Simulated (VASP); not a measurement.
Consider the following.

```yaml
crystal:
  lattice:
    - [0.00000, 1.93721, 1.93721]
    - [1.93721, 0.00000, 1.93721]
    - [1.93721, 1.93721, 0.00000]
  atoms:
    - { symbol: Pd, position: [0.00000, 0.00000, 0.00000] }
```

These are PBEsol GGA, VASP's PBE PAW potentials (set 64) (plane waves; VASP) values and carry that method's errors. Numerical set-up: PREC = Normal, EDIFF = 1E-5, 400 eV cut-off, 18×18×18 Γ-centred mesh, first-order Methfessel-Paxton smearing of 0.10 eV, potentials Pd.

### Question
What does the run give for the energy per atom (σ→0), band gap (on the k-mesh) with the smallest direct gap where there is one?

### Answer

| Quantity | Value |
|---|---|
| band gap (on the k-mesh) | none (metal, semimetal or under 0.01 eV) |
| energy per atom (σ→0) | -5.963 eV/atom |

Total energies compare only between runs with the same potentials, cut-off and functional.

The compound is Pd in the fcc structure. It was relaxed first.
